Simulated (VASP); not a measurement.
```xyz
6
Lattice="1.5897 -2.7535 0.0000 1.5897 2.7535 0.0000 0.0000 0.0000 12.1666" Properties=species:S:1:pos:R:3 pbc="T T T"
Mo     1.5897     0.9178     3.0416
Mo     1.5897    -0.9178     9.1249
S      1.5897     0.9178    10.7056
S      1.5897    -0.9178     4.6224
S      1.5897    -0.9178     1.4609
S      1.5897     0.9178     7.5442
```

Level of theory: PBE GGA with D3 dispersion (Becke-Johnson damping), VASP's PBE PAW potentials (set 64) (plane waves; VASP 6.6.1). Numerical set-up: 520 eV cut-off, 8×8×2 Γ-centred mesh, Gaussian smearing of 0.050 eV, potentials Mo_sv S.

Problem. The ions and cell shape at fixed volume are relaxed. Which structure does the run end with?

Solution. 
```xyz
6
Lattice="1.5794 -2.7356 0.0000 1.5794 2.7356 0.0000 0.0000 0.0000 12.3256" Properties=species:S:1:pos:R:3 pbc="T T T"
Mo     1.5794     0.9119     3.0814
Mo     1.5794    -0.9119     9.2442
S      1.5794     0.9119    10.8084
S      1.5794    -0.9119     4.6456
S      1.5794    -0.9119     1.5172
S      1.5794     0.9119     7.6800
```
Space group P6_3/mmc (194), at a tolerance of 0.03 Å.

Problem. How much energy does the relaxation gain?

Solution. The energy (σ→0) changes by -5.3 meV/atom, in 5 ionic steps.

The compound is MoS2 in the 2H layered structure. This cell is one point of a volume scan, at 1.03 of the reference volume. Symmetry was kept, so distortions that lower it aren't found.
